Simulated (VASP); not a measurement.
Write the native input for VASP 6.6.1 that does the following.

| Item | Value |
| --- | --- |
| Task | band structure |
| Functional | PBE |
| Potentials or basis | VASP PAW PBE potentials, release 64 (H, Pb_d, N, O) |
| Cutoff | 520 eV |
| k mesh | 8 × 6 × 6 |
| Occupations | fermi-dirac, width 0.05 eV |
| Spin | no spin polarisation |
| Further INCAR settings | ALGO = Fast; EDIFF = 1e-06; NBANDS = 31 |

The system is HPbNO4.

```
H Pb N O
1.0
     4.25415   -0.00069    0.00879
    -2.07409    5.14565   -0.02461
    -2.11029   -1.81930    4.88455
H Pb N O
1 1 1 4
Direct
  0.99080 0.03503 0.90820
  0.50251 0.81634 0.14631
  0.00864 0.47476 0.50244
  0.99754 0.92671 0.02828
  0.19638 0.73805 0.60773
  0.81563 0.35939 0.24320
  0.01372 0.32878 0.65433
```

The cell was built by a generator and needn't be a form met in nature.

One way to write it, as run:

POSCAR

```
HPbNO4                                  
1.0
    4.2541454322     -0.0006852320      0.0087872495
   -2.0740927869      5.1456504194     -0.0246136077
   -2.1102913975     -1.8192997894      4.8845475497
  H               Pb              N               O             
     1     1     1     4
Direct
     0.9907988923381271    0.0350281883934687    0.9081961728982401
     0.5025078990500266    0.8163417119477384    0.1463103870646016
     0.0086429906910607    0.4747637734142980    0.5024424131459861
     0.9975367789312249    0.9267051432494066    0.0282778646318758
     0.1963818664636148    0.7380468785466627    0.6077295967131264
     0.8156347961535766    0.3593916593477525    0.2431957276963812
     0.0137167763723738    0.3287826451006720    0.6543278378497881
```

INCAR.step1

```
SYSTEM = HPbNO4
  PREC = Accurate
  ENCUT = 520
  EDIFF = 1E-6
  ISMEAR = -1
  SIGMA = 0.05
  LREAL = .FALSE.
  LASPH = .TRUE.
  NELM = 60
  ALGO = Fast
  ISIF = 2
  LWAVE = .FALSE.
  LCHARG = .TRUE.
  GGA = PE
  NBANDS = 31
  KPAR = 4
```

KPOINTS.step1

```
regular mesh
0
G
  8 6 6
  0 0 0
```

INCAR.step2

```
SYSTEM = HPbNO4
  PREC = Accurate
  ENCUT = 520
  EDIFF = 1E-6
  ISMEAR = 0
  SIGMA = 0.05
  LREAL = .FALSE.
  LASPH = .TRUE.
  NELM = 60
  ALGO = Fast
  ISIF = 2
  LWAVE = .FALSE.
  LCHARG = .FALSE.
  GGA = PE
  NBANDS = 31
  KPAR = 4
  ICHARG = 11
```

KPOINTS.step2

```
path XGY,LGZ,NGM,RG
10
line-mode
reciprocal
 0.0000000000  0.5000000000  0.0000000000  X
 0.0000000000  0.0000000000  0.0000000000  G

 0.0000000000  0.0000000000  0.0000000000  G
 0.0000000000  0.0000000000 -0.5000000000  Y

 0.0000000000  0.5000000000 -0.5000000000  L
 0.0000000000  0.0000000000  0.0000000000  G

 0.0000000000  0.0000000000  0.0000000000  G
-0.5000000000  0.0000000000  0.5000000000  Z

-0.5000000000  0.5000000000  0.5000000000  N
 0.0000000000  0.0000000000  0.0000000000  G

 0.0000000000  0.0000000000  0.0000000000  G
-0.5000000000  0.0000000000  0.0000000000  M

-0.5000000000  0.5000000000  0.0000000000  R
 0.0000000000  0.0000000000  0.0000000000  G
```

Potentials or basis: VASP PAW PBE potentials, release 64 (H, Pb_d, N, O).

The run is started by

```sh
$ cat potpaw_PBE.64/H/POTCAR potpaw_PBE.64/Pb_d/POTCAR potpaw_PBE.64/N/POTCAR potpaw_PBE.64/O/POTCAR > POTCAR
$ cp INCAR.step1 INCAR
$ cp KPOINTS.step1 KPOINTS
$ mpirun -np 4 vasp_std > vasp.out
$ cp INCAR.step2 INCAR
$ cp KPOINTS.step2 KPOINTS
$ mpirun -np 4 vasp_std > vasp.out
```

It gave:

```json
{
 "Band gap on the k mesh": "2.70 eV, indirect (least direct gap 3.05 eV)",
 "Band gap along the path": "2.80 eV, indirect (least direct gap 3.07 eV)"
}
```

Caveat: the log is that of the step along the path at fixed density, whose energy, stress, charges and moments have no meaning; spin-orbit coupling is left out, which as a rule narrows the gap of such compounds by several tenths of an eV.

Run time: 5.9 min on 4 MPI ranks on Intel(R) Xeon(R) Platinum 8375C CPU @ 2.90GHz (Ice Lake), on a shared host, peak memory 0.55 GiB a rank.
